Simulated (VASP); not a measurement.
An input for Quantum ESPRESSO's pw.x (written as the equivalent of a VASP run, and not itself run):

```
&CONTROL
  calculation = 'scf'
  pseudo_dir = './pseudo'
  outdir = './out'
  tprnfor = .true.
  tstress = .true.
/
&SYSTEM
  ibrav = 0
  nat = 1
  ntyp = 1
  ecutwfc = 84
  occupations = 'tetrahedra'
  input_dft = 'vdw-df2'
/
&ELECTRONS
  conv_thr = 7.3e-09
  electron_maxstep = 100
/
ATOMIC_SPECIES
  Pt 195.084 Pt.upf
CELL_PARAMETERS angstrom
     0.0000000    2.0540216    2.0540216
     2.0540216    0.0000000    2.0540216
     2.0540216    2.0540216    0.0000000
ATOMIC_POSITIONS crystal
  Pt   0.0000000  0.0000000  0.0000000
K_POINTS automatic
  17 17 17 0 0 0
```

**Question.** Translate this input to VASP (INCAR, KPOINTS, POSCAR, choice of POTCAR).

**Answer.** This is not unique; one that fits is 
### INCAR
```
SYSTEM = Pt
PREC = Accurate
ENCUT = 520
EDIFF = 1E-7
NELM = 100
ALGO = Normal
LREAL = .FALSE.
LASPH = .TRUE.
ISMEAR = -5
GGA = ML
ZAB_VDW = -1.8867
LUSE_VDW = .TRUE.
AGGAC = 0.0
LMAXMIX = 6
LWAVE = .FALSE.
LCHARG = .TRUE.
LORBIT = 11
NEDOS = 601
ISIF = 2
```

POSCAR:
```
Pt
1
    0.0000000000     2.0540216128     2.0540216128
    2.0540216128     0.0000000000     2.0540216128
    2.0540216128     2.0540216128     0.0000000000
Pt
1
Direct
  0.0000000000   0.0000000000   0.0000000000
```

### KPOINTS
```
Regular mesh
0
Gamma
17 17 17
```

POTCAR, in this order: Pt (PBE.64 set). Program: vasp_std.

What does not carry over: the potentials are each code's own (VASP's PAW set, PseudoDojo norm-conserving files in pw.x), so ENCUT and ecutwfc are chosen apart and not converted; conv_thr bounds pw.x's estimated SCF error, while EDIFF bounds the energy change between steps.

The compound is Pt in the fcc structure. It was relaxed first, which changed the volume by +15 %.
